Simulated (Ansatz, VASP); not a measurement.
**In2S in two plane-wave programs**

Wanted: the spread between two codes on one cell, functional and k mesh. The cell is generated by rule, not measured, and may not be a known phase. The cell is taken from a series of runs on this material, whose earlier steps may have relaxed, scaled, displaced or heated it; both programs get it as it stands.

Program: Ansatz 0.2.0. Level of theory: plane waves, with VASP 6.6.1 beside it; single point at PBEsol. Results are calculated unless marked as measured.

The structure was built from a prototype and need not be the compound's stable phase.

## Step 1: Set-up

It takes space group P4_322 (No. 95, tetragonal). The conventional cell has a = 6.290 Å, b = 6.290 Å, c = 12.580 Å, α = 90.00°, β = 90.00°, γ = 90.00°. S has 4 In at 2.60 to 2.86 Å nearest. Nearest to In lie 2 S at 2.86 Å. Nearest to In lie 2 S at 2.60 Å. Farther neighbours and most contacts between anions are not listed.

As a file:

```cif
data_structure
_symmetry_space_group_name_H-M 'P 1'
_symmetry_Int_Tables_number 1
_cell_length_a 6.2898
_cell_length_b 6.2898
_cell_length_c 12.5796
_cell_angle_alpha 90.000
_cell_angle_beta 90.000
_cell_angle_gamma 90.000
_cell_volume 497.67
loop_
_atom_site_label
_atom_site_type_symbol
_atom_site_fract_x
_atom_site_fract_y
_atom_site_fract_z
_atom_site_occupancy
S1 S 0.03498 0.00000 0.50000 1
S2 S 0.96502 0.00000 0.00000 1
S3 S 0.50000 0.53498 0.25000 1
S4 S 0.50000 0.46502 0.75000 1
In5 In 0.25234 0.24766 0.12500 1
In6 In 0.24766 0.25234 0.62500 1
In7 In 0.75234 0.74766 0.12500 1
In8 In 0.74766 0.75234 0.62500 1
In9 In 0.74766 0.24766 0.37500 1
In10 In 0.75234 0.25234 0.87500 1
In11 In 0.24766 0.74766 0.37500 1
In12 In 0.25234 0.75234 0.87500 1
```

## Step 2: Ansatz: single point, PBEsol, pair 1

Ansatz runs on its default PAW (the set named soft_2) files.

With cell and atoms fixed, the geometry can't cause a difference; cores, projectors, grids and the points listed under the comparison can.

The input, input.yaml:

```yaml
crystal:
  lattice:
    - [6.2898146533, 0.0, 0.0]
    - [0.0, 6.2898146533, 0.0]
    - [0.0, 0.0, 12.5796293066]
  atoms:
    - { symbol: S, position: [0.0349771833, 0.0, 0.5] }
    - { symbol: S, position: [-0.0349771833, 0.0, 0.0] }
    - { symbol: S, position: [0.5, 0.5349771833, 0.25] }
    - { symbol: S, position: [0.5, 0.4650228167, 0.75] }
    - { symbol: In, position: [0.2523436734, 0.2476563266, 0.125] }
    - { symbol: In, position: [0.2476563266, 0.2523436734, 0.625] }
    - { symbol: In, position: [0.7523436734, 0.7476563266, 0.125] }
    - { symbol: In, position: [0.7476563266, 0.7523436734, 0.625] }
    - { symbol: In, position: [0.7476563266, 0.2476563266, 0.375] }
    - { symbol: In, position: [0.7523436734, 0.2523436734, 0.875] }
    - { symbol: In, position: [0.2476563266, 0.7476563266, 0.375] }
    - { symbol: In, position: [0.2523436734, 0.7523436734, 0.875] }
kpoints:
  mp_grid: { grid: [6, 6, 4] }
hamiltonian:
  xc: pbesol
scf:
  occupations: { method: methfessel_paxton, width: 0.2 }
output:
  forces: true
  stress: true
  eigenvalues: true
```

The run is started by

```sh
$ ansatz run input.yaml --threads 8 --pin off --max-ram 14336MiB --backend cpu --events-out ev --progress --plain --runs-dir out
```

Numbers of over 12 decimals in the logs are rounded to 6 here.

What it wrote:

```text
Engine: ansatz 0.2.0, aarch64-unknown-linux-gnu
Pseudopotentials: kind: paw
Pseudopotential: S, paw, valence charge 6, recommended cutoff 420 eV (normal), S.paw.azcp
Pseudopotential: In, paw, valence charge 13, recommended cutoff 420 eV (normal), In.paw.azcp
Functional definition: PBEsol
  exchange = pbesol_x
  correlation = pbesol_c
Crystal: 12 atoms, lattice volume = 497.672 Å³
Basis set: ecut = 420 eV, 9863 PW (Γ), exchange–correlation on 90×90×180 points (8 copies of the dense FFT grid, shifted against one another)
Bands: 77, of which v1, the nominal top of the filled ones, is band 64 counted from 1 (63 counted from 0)
Symmetry: 8 space group operations
Space group: P4322 (ITA 95), of the structure as read, at distance tolerance 7.9e-5 Å
k-points: 30 of 144 (time reversal used)
Non-local potential: S, projectors of the file, l = 0: 2, l = 1: 2, l = 2: 2
Non-local potential: In, projectors of the file, l = 0: 2, l = 1: 2, l = 2: 2, l = 3: 2
PAW form: soft (Blöchl's): semilocal exchange-correlation on the pseudo side does not see the compensation charge
PAW frozen core: S, regenerated for the run's functional, and the local potential with it (the file was generated under x = pbe(κ = 0.804, μ = 0.219515), c = pbe(β = 0.066725))
PAW frozen core: In, regenerated for the run's functional, and the local potential with it (the file was generated under x = pbe(κ = 0.804, μ = 0.219515), c = pbe(β = 0.066725))
PAW one-centre angular grid: S, 110 points (default); XC on 64 Gauss nodes
PAW one-centre angular grid: In, 590 points (default); XC on 64 Gauss nodes
Initial density: superposition of atomic densities (neutral atoms: chi_scale 0, normalization atom), corrected by the library's trained network
Initial wavefunctions: pseudopotential atomic-orbital guess
Functional: x = pbesol(κ = 0.804, μ = 0.123457), c = pbesol(β = 0.046)
SCF iter   1: F=—  HF=-47737.435504 eV  |F-HF|=—  |Δ(HF+E_count)|=         —  Δρ=3.79e-3  dr2=9.15e-2  ethr=1.77e-3  ⟨swp⟩=6.1  Hψ=7796  notcnv=0
preconditioner: auto → LDOS  [metal: Δε(μ)=0.010 eV  Ē_g=12.432 eV  σ=0.200 eV  W_gap=0.04  n_scr=76 (ndim 8)  ℏωp=18.8 eV  f_vac=0.041  D(μ)=12.56/eV (n_scr^D=76)  β→1.0]
SCF iter   2: F=—  HF=-47737.433996 eV  |F-HF|=—  |Δ(HF+E_count)|=   1.51e-3  S|Δr|=    0.00e0  Δρ=2.31e-3  dr2=3.09e-2  ethr=7.15e-5  ⟨swp⟩=2.0  Hψ=4601  notcnv=0  defer=1
SCF iter   3: F=—  HF=-47737.425849 eV  |F-HF|=—  |Δ(HF+E_count)|=   8.15e-3  S|Δr|=    0.00e0  Δρ=7.80e-4  dr2=6.24e-3  ethr=2.42e-5  ⟨swp⟩=2.0  Hψ=4178  notcnv=0  defer=1
SCF iter   4: F=—  HF=-47737.425304 eV  |F-HF|=—  |Δ(HF+E_count)|=   5.45e-4  S|Δr|=    0.00e0  Δρ=3.10e-4  dr2=8.67e-4  ethr=4.88e-6  ⟨swp⟩=2.0  Hψ=4071  notcnv=0  defer=1
SCF iter   5: F=—  HF=-47737.425220 eV  |F-HF|=—  |Δ(HF+E_count)|=   8.32e-5  S|Δr|=    0.00e0  Δρ=1.17e-4  dr2=1.48e-4  ethr=6.77e-7  ⟨swp⟩=2.0  Hψ=4177  notcnv=0  defer=1
SCF iter   6: F=—  HF=-47737.425185 eV  |F-HF|=—  |Δ(HF+E_count)|=   3.52e-5  S|Δr|=    0.00e0  Δρ=2.93e-5  dr2=1.11e-5  ethr=1.16e-7  ⟨swp⟩=2.0  Hψ=4132  notcnv=0  defer=1
SCF iter   7: F=—  HF=-47737.425141 eV  |F-HF|=—  |Δ(HF+E_count)|=   4.47e-5  S|Δr|=    0.00e0  Δρ=1.11e-5  dr2=1.58e-6  ethr=8.64e-9  ⟨swp⟩=2.0  Hψ=2783  notcnv=0  defer=1
SCF iter   8: F=—  HF=-47737.425141 eV  |F-HF|=—  |Δ(HF+E_count)|=   1.25e-7  S|Δr|=    0.00e0  Δρ=6.33e-6  dr2=5.33e-7  ethr=1.24e-9  ⟨swp⟩=2.0  Hψ=3822  notcnv=0  defer=1
SCF iter   9: F=—  HF=-47737.425141 eV  |F-HF|=—  |Δ(HF+E_count)|=   8.66e-8  S|Δr|=    0.00e0  Δρ=3.09e-6  dr2=1.05e-7  ethr=4.16e-10  ⟨swp⟩=2.0  Hψ=3811  notcnv=0
SCF iter  10: F=-47737.425141 eV  HF=-47737.425141 eV  |F-HF|=8.32e-9  |Δ(HF+E_count)|=   2.24e-8  S|Δr|=    0.00e0  Δρ=1.22e-6  dr2=1.27e-8  ethr=7.81e-11  ⟨swp⟩=10.8  Hψ=9356  notcnv=0
SCF 1 converged in 10 iterations: F = -47737.425141 eV  dr2 = 1.27e-8
  greatest PAW one-centre occupation: 0.984 electrons in one spin orbital (limit 2), on the In atom at site 8 (counted from 0), in its partial waves of l = 2
SCF converged after 10 iterations
Stability not checked: this state was not tested for a lower state beside it, because cold or Methfessel-Paxton smearing, or corrected tetrahedra, fill the levels in a way that the test cannot read (fill_not_monotonic; see scf.lower_state_search)
Free energy (F): -47737.425141 eV
Harris-Foulkes:  -47737.425141 eV  (|F-HF|=8.32e-9)
Internal energy: -47737.416567 eV  (E = F + TS)
E sigma→0 (E₀):  -47737.422997 eV
Entropy (-TS):   -0.008574 eV (-0.715 meV/atom)
Fermi energy:    3.837366 eV
Step filling:    the computed levels leave a gap of 0.0008 eV = 0.0 smearing widths at the electron count; against every level under it full and every level over it empty, smearing changes F+E_penalty+E_count by -4.042 meV and its σ→0 estimate by -1.899 meV
--- Per-component energies (eV) ---
  E_band       = -906.556390
  E_kinetic    = 2335.363586
  E_local      = -12842.843898  (includes V_loc(G=0)·N_el)
  E_nonlocal   = 3056.425605
  E_hartree    = 5033.557879
  E_xc         = -2085.096164
  E_vxc        = -1135.172551  (∫ρ·V_xc dr)
  E_paw        = -34975.154397  (= ΣΔE_a)
  E_vpaw       = -2387.441736  (= ΣTr[D̂ρ^β])
  E_aug_tail   = 0.000207  (compensation charges beyond the density's cutoff)
  E_ewald      = -8261.804402
  E_core_change = 2.135017  (= ΣΔE_core)
  E_smearing   = -0.008574  (= −TS)
  E_closure    = -0.000000  (closes the sum)
  Σ components = -47737.425141   (vs F -47737.425141, Δ=0.00e0)
--- Forces (eV/Å), atoms counted from 1 ---
  atom   1  S      0.39736534     0.00000000     0.00000000
  atom   2  S     -0.39736534     0.00000000     0.00000000
  atom   3  S      0.00000000     0.39736534     0.00000000
  atom   4  S      0.00000000    -0.39736534     0.00000000
  atom   5  In     0.07988396    -0.07988396     0.00000000
  atom   6  In    -0.33480606     0.33480606     0.00000000
  atom   7  In     0.33480606    -0.33480606     0.00000000
  atom   8  In    -0.07988396     0.07988396    -0.00000000
  atom   9  In    -0.07988396    -0.07988396     0.00000000
  atom  10  In     0.33480606     0.33480606     0.00000000
  atom  11  In    -0.33480606    -0.33480606     0.00000000
  atom  12  In     0.07988396     0.07988396    -0.00000000
  max |Σ_I F_I| component: 1.39e-16 eV/Å
--- Stress (GPa, compression-positive) ---
       -0.541539       0.000000       0.000000
        0.000000      -0.541539       0.000000
        0.000000      -0.000000      -0.301974
  P = ⅓ Tr σ = -0.4617 GPa (-4.617 kbar)
--- Band table (eV; the first three rows and the last of 30) ---
  k-point 0: bands = [... 60 lower, 3.0517, 3.0994, 3.6737, 3.6754, 3.6754, 4.2027, 4.2027, 4.2469, ... 9 higher]
  k-point 1: bands = [... 60 lower, 3.0477, 3.2484, 3.3683, 3.7141, 3.8340, 3.9955, 4.1608, 4.2675, ... 9 higher]
  k-point 2: bands = [... 60 lower, 3.0797, 3.0797, 3.6430, 3.6430, 3.8293, 3.8293, 3.9884, 3.9884, ... 9 higher]
  k-point 29: bands = [... 60 lower, 3.2737, 3.2737, 3.5882, 3.5882, 4.1491, 4.1491, 4.2768, 4.2768, ... 9 higher]
```

The run ends at a pressure of -0.46 GPa, with forces up to 0.47 eV/Å.

## Step 3: VASP: single point, PBEsol, pair 1

The same cell, functional, mesh and smearing now go to VASP, with its own data sets.

Lines of VASP's logs that name or quote its potential files are left out, and so is its time.

The input, INCAR:

```
SYSTEM = In2S
PREC = Accurate
ENCUT = 500
EDIFF = 1E-06
NELM = 120
ISMEAR = 1
SIGMA = 0.2
LREAL = .FALSE.
ALGO = Normal
GGA = PS
NBANDS = 79
LORBIT = 11
LWAVE = .FALSE.
LCHARG = .FALSE.
ISIF = 2
LASPH = .TRUE.
GGA_COMPAT = .FALSE.
KPAR = 2
```

The input, POSCAR:

```
In2S
1.0
    6.2898146533      0.0000000000      0.0000000000
    0.0000000000      6.2898146533      0.0000000000
    0.0000000000      0.0000000000     12.5796293066
S In
4 8
Direct
    0.0349771833      0.0000000000      0.5000000000
    0.9650228167      0.0000000000      0.0000000000
    0.5000000000      0.5349771833      0.2500000000
    0.5000000000      0.4650228167      0.7500000000
    0.2523436734      0.2476563266      0.1250000000
    0.2476563266      0.2523436734      0.6250000000
    0.7523436734      0.7476563266      0.1250000000
    0.7476563266      0.7523436734      0.6250000000
    0.7476563266      0.2476563266      0.3750000000
    0.7523436734      0.2523436734      0.8750000000
    0.2476563266      0.7476563266      0.3750000000
    0.2523436734      0.7523436734      0.8750000000
```

The input, KPOINTS:

```
Automatic mesh
0
Gamma
6 6 4
0 0 0
```

Potentials, in the order of the species: S and In_d (PBE family, release 64).

The run is started by

```sh
$ mpirun -np 2 vasp_std
```

What it wrote:

```text
[banner, memory and clock lines left out]
running    2 mpi-ranks, on    1 nodes
 distrk:  each k-point on    1 cores,    2 groups
 distr:  one band on    1 cores,    1 groups

 POSCAR found type information on POSCAR S In
 POSCAR found :  2 types and      12 ions
|                                                                             |
|               ----> ADVICE to this user running VASP <----                  |
|                                                                             |
|     You enforced a specific xc type in the INCAR file but a different       |
|     [... a line on the potential file left out ...]
|     I HOPE YOU KNOW WHAT YOU ARE DOING!                                     |
|                                                                             |

 LDA part: xc-table for (Slater+PW92), standard interpolation
 POSCAR, INCAR and KPOINTS ok, starting setup
 FFT: planning ... GRIDC
 FFT: planning ... GRID_SOFT
 FFT: planning ... GRID
 WAVECAR not read
 entering main loop
       N       E                     dE             d eps       ncg     rms          rms(c)
DAV:   1     0.127624817626E+04    0.12762E+04   -0.54533E+04  4740   0.167E+03
DAV:   2     0.162013647246E+03   -0.11142E+04   -0.10830E+04  4748   0.448E+02
DAV:   3    -0.201207243730E+02   -0.18213E+03   -0.17290E+03  5638   0.196E+02
DAV:   4    -0.390998426349E+02   -0.18979E+02   -0.17982E+02  5704   0.572E+01
DAV:   5    -0.399871122262E+02   -0.88727E+00   -0.88315E+00  5642   0.119E+01    0.178E+01
DAV:   6    -0.358296432379E+02    0.41575E+01   -0.86035E+00  6911   0.177E+01    0.107E+01
DAV:   7    -0.359998993886E+02   -0.17026E+00   -0.30559E+00  5888   0.615E+00    0.334E+00
DAV:   8    -0.359632217794E+02    0.36678E-01   -0.30568E-01  6191   0.257E+00    0.227E+00
DAV:   9    -0.359521532306E+02    0.11069E-01   -0.73291E-02  6648   0.148E+00    0.852E-01
DAV:  10    -0.359469184129E+02    0.52348E-02   -0.18631E-02  6112   0.941E-01    0.212E-01
DAV:  11    -0.359469715660E+02   -0.53153E-04   -0.50152E-03  6544   0.364E-01    0.149E-01
DAV:  12    -0.359471382013E+02   -0.16664E-03   -0.95014E-04  6279   0.178E-01    0.679E-02
DAV:  13    -0.359471241234E+02    0.14078E-04   -0.51261E-04  6248   0.138E-01    0.548E-02
DAV:  14    -0.359471047167E+02    0.19407E-04   -0.82451E-05  6811   0.465E-02    0.170E-02
DAV:  15    -0.359471059236E+02   -0.12069E-05   -0.18804E-05  5104   0.137E-02    0.111E-02
DAV:  16    -0.359471057258E+02    0.19772E-06   -0.11594E-06  2987   0.740E-03
   1 F= -.35947106E+02 E0= -.35944191E+02  d E =-.874495E-02
```

Parts of OUTCAR (step 3):

```text
ion  position               nearest neighbor table
   1  0.035  0.000  0.500-   6 2.60  11 2.60   9 2.86   8 2.86
   2  0.965  0.000  0.000-   7 2.60  10 2.60   5 2.86  12 2.86
   3  0.500  0.535  0.250-   7 2.60  11 2.60   9 2.86   5 2.86
   4  0.500  0.465  0.750-   6 2.60  10 2.60   8 2.86  12 2.86
   5  0.252  0.248  0.125-   2 2.86   3 2.86
   6  0.248  0.252  0.625-   1 2.60   4 2.60
   7  0.752  0.748  0.125-   2 2.60   3 2.60
   8  0.748  0.752  0.625-   1 2.86   4 2.86
   9  0.748  0.248  0.375-   1 2.86   3 2.86
  10  0.752  0.252  0.875-   2 2.60   4 2.60
  11  0.248  0.748  0.375-   1 2.60   3 2.60
  12  0.252  0.752  0.875-   2 2.86   4 2.86

  LATTYP: Found a simple tetragonal cell.
 ALAT       =     6.2898146533
 C/A-ratio  =     2.0000000000

 Subroutine GETGRP returns: Found  8 space group operations
 (whereof  2 operations were pure point group operations)

The static configuration has the point symmetry C_2 .
 The point group associated with its full space group is D_4 .

 Found     30 irreducible k-points:

   k-points           NKPTS =     30   k-points in BZ     NKDIM =     30   number of bands    NBANDS=     79

   dimension x,y,z NGX =    48 NGY =   48 NGZ =   96
   dimension x,y,z NGXF=    96 NGYF=   96 NGZF=  192

   ENCUT  =  500.0 eV  36.75 Ry    6.06 a.u.  11.47 11.47 22.94*2*pi/ulx,y,z

   NELECT =     128.0000    total number of electrons

 k-points in reciprocal lattice and weights: Automatic mesh
   0.00000000  0.00000000  0.00000000       0.007
   0.16666667  0.00000000  0.00000000       0.028
   0.33333333  0.00000000  0.00000000       0.028
   0.50000000  0.00000000  0.00000000       0.014
   0.16666667  0.16666667  0.00000000       0.028
   0.33333333  0.16666667  0.00000000       0.056
   0.50000000  0.16666667  0.00000000       0.028
   0.33333333  0.33333333  0.00000000       0.028
   0.50000000  0.33333333  0.00000000       0.028
[...]
0.50000000  0.33333333  0.50000000       0.028
   0.50000000  0.50000000  0.50000000       0.007

 average (electrostatic) potential at core
       1 -89.0847       2 -89.0847       3 -89.0847       4 -89.0847       5 -98.6895
       6 -98.7211       7 -98.7211       8 -98.6895       9 -98.6895      10 -98.7211
      11 -98.7211      12 -98.6895

 E-fermi :   2.4847

 k-point     1 :       0.0000    0.0000    0.0000
  band No.  band energies     occupation
    ...
     61       1.6991      2.00000
     62       1.7463      2.00000
     63       2.3195      1.99282
     64       2.3266      1.97525
     65       2.3266      1.97525
     66       2.8474     -0.02782
     67       2.8474     -0.02782
     68       2.8946     -0.01359
     69       3.6206     -0.00000
     70       3.6206     -0.00000
    ...

 k-point     2 :       0.1667    0.0000    0.0000
  band No.  band energies     occupation
    ...
     61       1.6190      2.00000
     62       1.8866      2.00020
     63       2.0705      2.01263
     64       2.2990      2.03203
     65       2.4480      1.30464
     66       2.7576     -0.06598
     67       2.9085     -0.01068
     68       2.9235     -0.00813
     69       3.5649     -0.00000
     70       3.5701     -0.00000
    ...

 k-point     3 :       0.3333    0.0000    0.0000
  band No.  band energies     occupation
    ...
     60       1.4754      2.00000
     61       1.5249      2.00000
     62       1.9160      2.00044
     63       2.1911      2.05810
     64       2.1913      2.05820
     65       2.6334      0.05158
     66       2.6985     -0.06179
     67       3.0721     -0.00026
     68       3.1580     -0.00002
     69       3.3818     -0.00000
    ...

  Total       -1.7442065     -1.7442065     -0.9965064      0.0000000      0.0000000      0.0000000
  in kB       -5.6151963     -5.6151963     -3.2080943      0.0000000      0.0000000      0.0000000
  external PRESSURE =      -4.8128289 kB  Pullay stress =       0.0000000 kB

  energy-cutoff  :      500.00
  volume of cell :      497.67
      direct lattice vectors                 reciprocal lattice vectors
     6.289814653  0.000000000  0.000000000     0.158987197  0.000000000  0.000000000
     0.000000000  6.289814653  0.000000000     0.000000000  0.158987197  0.000000000
     0.000000000  0.000000000 12.579629307     0.000000000  0.000000000  0.079493598

 POSITION                                       TOTAL-FORCE (eV/Angst)
 -----------------------------------------------------------------------------------
      0.22000      0.00000      6.28981         0.396444      0.000000      0.000000
      6.06981      0.00000      0.00000        -0.396444      0.000000     -0.000000
      3.14491      3.36491      3.14491         0.000000      0.396444     -0.000000
      3.14491      2.92491      9.43472         0.000000     -0.396444      0.000000
      1.58719      1.55771      1.57245         0.078898     -0.078898      0.000000
      1.55771      1.58719      7.86227        -0.332757      0.332757     -0.000000
      4.73210      4.70262      1.57245         0.332757     -0.332757      0.000000
      4.70262      4.73210      7.86227        -0.078898      0.078898      0.000000
      4.70262      1.55771      4.71736        -0.078898     -0.078898     -0.000000
      4.73210      1.58719     11.00718         0.332757      0.332757     -0.000000
      1.55771      4.70262      4.71736        -0.332757     -0.332757     -0.000000
      1.58719      4.73210     11.00718         0.078898      0.078898     -0.000000
 -----------------------------------------------------------------------------------
    total drift:                               -0.000000      0.000000     -0.000000

  FREE ENERGIE OF THE ION-ELECTRON SYSTEM (eV)
  ---------------------------------------------------
  free  energy   TOTEN  =       -35.9471057258 eV

  energy  without entropy=      -35.9383607770  energy(sigma->0) =      -35.94419074

 total charge
# of ion       s       p       d       tot
------------------------------------------
    1        1.374   2.277   0.000   3.651
    2        1.374   2.277   0.000   3.651
    3        1.374   2.277   0.000   3.651
    4        1.374   2.277   0.000   3.651
    5        1.134   0.240   9.852  11.226
    6        1.042   0.358   9.867  11.266
    7        1.042   0.358   9.867  11.266
    8        1.134   0.240   9.852  11.226
    9        1.134   0.240   9.852  11.226
   10        1.042   0.358   9.867  11.266
   11        1.042   0.358   9.867  11.266
   12        1.134   0.240   9.852  11.226
--------------------------------------------------
tot         14.197  11.501  78.874 104.572

[... 3 further parts left out ...]
```

The run ends at a pressure of -0.48 GPa, with forces up to 0.47 eV/Å.

## Step 4: Comparison

Known differences besides the potentials themselves: the cutoff is 420 eV in Ansatz and 500 eV in VASP; Ansatz makes its cores anew for this functional, VASP keeps those of its PBE data sets. Total energies have different zeros and are not compared.

Compared:

```
      quantity  Ansatz   VASP  difference
pressure (GPa)   -0.46  -0.48       +0.02
```

Forces on 7 of the 12 atoms, those with the largest forces and the largest differences (eV/Å; atoms numbered as in POSCAR):

```
atom         Ansatz x, y, z           VASP x, y, z
  S1    0.397, 0.000, 0.000    0.396, 0.000, 0.000
  S2   -0.397, 0.000, 0.000   -0.396, 0.000, 0.000
  S4   0.000, -0.397, 0.000   0.000, -0.396, 0.000
 In6   -0.335, 0.335, 0.000   -0.333, 0.333, 0.000
 In7   0.335, -0.335, 0.000   0.333, -0.333, 0.000
In10    0.335, 0.335, 0.000    0.333, 0.333, 0.000
In11  -0.335, -0.335, 0.000  -0.333, -0.333, 0.000
```

The forces differ by 1.1 meV/Å r.m.s., which is 0.5 % of the r.m.s. force of 0.208 eV/Å (both taken over all components).

(Part 1 of 2 ends here.)

[Lines on the potential files, build, host, timing and source positions are cut from VASP's logs without a mark.]

[Logs are printed without paths, hosts, clocks, repeated set-up lines and the standing remarks that a program may print on its own settings, such as how far it seeks lower states.]

[Hosts, paths, dates, database ids (printed as entryN), source tags and the programs' standing remarks are cut or masked in the printed files.]
